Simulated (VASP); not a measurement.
Data:

```
CELL_PARAMETERS angstrom
      1.58252    -2.74101     0.00000
      1.58252     2.74101     0.00000
      0.00000     0.00000     3.52529
ATOMIC_POSITIONS crystal
  Zr 0.00000 0.00000 0.00000
  B  0.33333 0.66667 0.50000
  B  0.66667 0.33333 0.50000
```

Level of theory: vdW-DF-cx, VASP's PBE PAW potentials (set 64) (plane waves; VASP 6.6.1). Run with 520 eV cut-off, Gaussian smearing of 0.050 eV, potentials Zr_sv B.

Problem. What does the run give for the band gap (along the path) with the smallest direct gap where there is one?

Solution. 
- band gap (along the path) = none (metal, semimetal or under 0.01 eV)

The compound is ZrB2 in the AlB2 type structure. It was relaxed first.
